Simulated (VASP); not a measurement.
Level of theory: r2SCAN meta-GGA, VASP's PBE PAW potentials (set 64) (plane waves; VASP).

VASP input:

### INCAR
```
! general
SYSTEM =PdIn
PREC   =Accurate
ENCUT  =520   ! plane-wave cut-off (eV)
LREAL  =.FALSE.
LASPH  =.TRUE.

! electronic loop
EDIFF  =1E-7
NELM   =100   ! most electronic steps
ALGO   =Normal
LMAXMIX=4
LMIXTAU=.TRUE.

! smearing
ISMEAR =1
SIGMA  =0.1   ! width (eV)

! functional
METAGGA=R2SCAN

! ions
ISIF   =2

! output
LWAVE  =.FALSE.
LCHARG =.FALSE.
```

KPOINTS:
```
Automatic mesh
0
Gamma
11 11 11
0 0 0
```

POSCAR:
```
PdIn
6.4131030
  0.4999999904   0.0000000000   0.0000000000
  0.0000000000   0.4999999904   0.0000000000
  0.0000000000   0.0000000000   0.4999999904
In Pd
1 1
direct
  0.5000000000   0.5000000000   0.5000000000
  0.0000000000   0.0000000000   0.0000000000
```

POTCAR, in this order: In_d Pd (PBE.64 set). Program: vasp_std.

Unless said otherwise, spin-orbit coupling is left out, though it shifts the bands of the heavy elements here.

Problem. Predict the energy per atom (σ→0), pressure, band gap (on the k-mesh).

Solution. 
```json
{
  "energy per atom (σ→0)": "-23.295 eV/atom",
  "band gap (on the k-mesh)": "none (metal, semimetal or under 0.01 eV)",
  "pressure": "9.44 GPa"
}
```

File OSZICAR:
```
...
DAV:  18    -0.465899908508E+02   -0.20694E-04   -0.16411E-05  1792   0.418E-02    0.200E-01
DAV:  19    -0.465899887250E+02    0.21258E-05   -0.41905E-05  2124   0.985E-02    0.461E-02
DAV:  20    -0.465899886087E+02    0.11631E-06   -0.34700E-06  2017   0.183E-02    0.171E-02
DAV:  21    -0.465899889374E+02   -0.32869E-06   -0.20577E-07  1810   0.583E-03    0.117E-02
DAV:  22    -0.465899897283E+02   -0.79091E-06   -0.12421E-07   952   0.541E-03    0.462E-03
DAV:  23    -0.465899902169E+02   -0.48855E-06   -0.55546E-08  1071   0.297E-03    0.201E-03
DAV:  24    -0.465899902536E+02   -0.36724E-07   -0.94799E-09   903   0.145E-03
   1 F= -.46589990E+02 E0= -.46589608E+02  d E =-.114618E-02
```

The compound is PdIn in the CsCl type structure. This cell is one point of a volume scan, at 0.94 of the reference volume. The electron count is odd and the run is not spin-polarised, which forces a metal.
